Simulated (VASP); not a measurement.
The system is TiPt3.

```
Ti Pt
1.0
     3.89700    0.00000    0.00000
     0.00000    3.89700    0.00000
     0.00000    0.00000    3.89700
Ti Pt
1 3
Cartesian
  0.0000 0.0000 0.0000
  0.0000 1.9485 1.9485
  1.9485 0.0000 1.9485
  1.9485 1.9485 0.0000
```

| Item | Value |
| --- | --- |
| Program | VASP 6.6.1 |
| Task | relaxation of cell and atoms |
| Functional | PBE |
| Potentials or basis | VASP PAW PBE potentials, release 64 (Ti, Pt) |
| Cutoff | 300 eV |
| k mesh | 5 × 5 × 5 |
| Occupations | methfessel-paxton, width 0.1 eV |
| Spin | no spin polarisation |

At the start: pressure 8.2 GPa; volume 14.80 Å³/atom.

Question: How do energy, volume and symmetry change on relaxing?

Answer: Over 8 steps the energy falls by 12.0 meV/atom and the volume is 15.28 Å³/atom (+3.3 %); space group Pm-3m (No. 221, to 0.05 Å).

Step by step:
| step | energy change (eV) | largest force (eV/Å) | pressure (GPa) | volume (Å³) |
| --- | --- | --- | --- | --- |
| 1 | 0.0000 | 0.0000 | 8.18 | 59.18 |
| 2 | 0.2473 | 0.0000 | -14.58 | 65.89 |
| 3 | -0.0460 | 0.0000 | 1.06 | 60.75 |
| 4 | -0.0478 | 0.0000 | 0.39 | 61.07 |
| 5 | -0.0476 | 0.0000 | -0.52 | 61.24 |
| 6 | -0.0478 | 0.0000 | -0.15 | 61.14 |
| 7 | -0.0478 | 0.0000 | 0.28 | 61.03 |
| 8 | -0.0478 | 0.0000 | 0.01 | 61.11 |

Final structure:
```xyz
4
Lattice="3.9388 0.0000 0.0000 0.0000 3.9388 0.0000 0.0000 0.0000 3.9388" Properties=species:S:1:pos:R:3 pbc="T T T"
Ti    0.0000    0.0000    0.0000
Pt    0.0000    1.9694    1.9694
Pt    1.9694    0.0000    1.9694
Pt    1.9694    1.9694    0.0000
```
